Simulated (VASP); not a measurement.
Here is the system:

```xyz
5
Lattice="5.7319 0.0000 0.0000 0.0000 5.7319 0.0000 0.0000 0.0000 5.7319" Properties=species:S:1:pos:R:3 pbc="T T T"
Cs     0.0000     0.0000     0.0000
Pb     2.8659     2.8659     2.8659
Cl     2.8659     0.0000     2.8659
Cl     0.0000     2.8659     2.8659
Cl     2.8659     2.8659     0.0000
```

These are PW91 GGA, VASP's PBE PAW potentials (set 64) (plane waves; VASP 6.6.1) values and carry that method's errors. Settings: 520 eV cut-off, Gaussian smearing of 0.050 eV, potentials Cs_sv Pb_d Cl.

Unless said otherwise, spin-orbit coupling is left out, though it shifts the bands of the heavy elements here.

Estimate the band gap (along the path) with the smallest direct gap where there is one.

```json
{
  "band gap (along the path)": "2.18 eV",
  "smallest direct gap (along the path)": "2.18 eV"
}
```

Total energies compare only between runs with the same potentials, cut-off and functional.

The compound is CsPbCl3 in the cubic perovskite structure, the ideal cubic form; the compound distorts at low or room temperature. It was relaxed first, which changed the volume by +7 %.
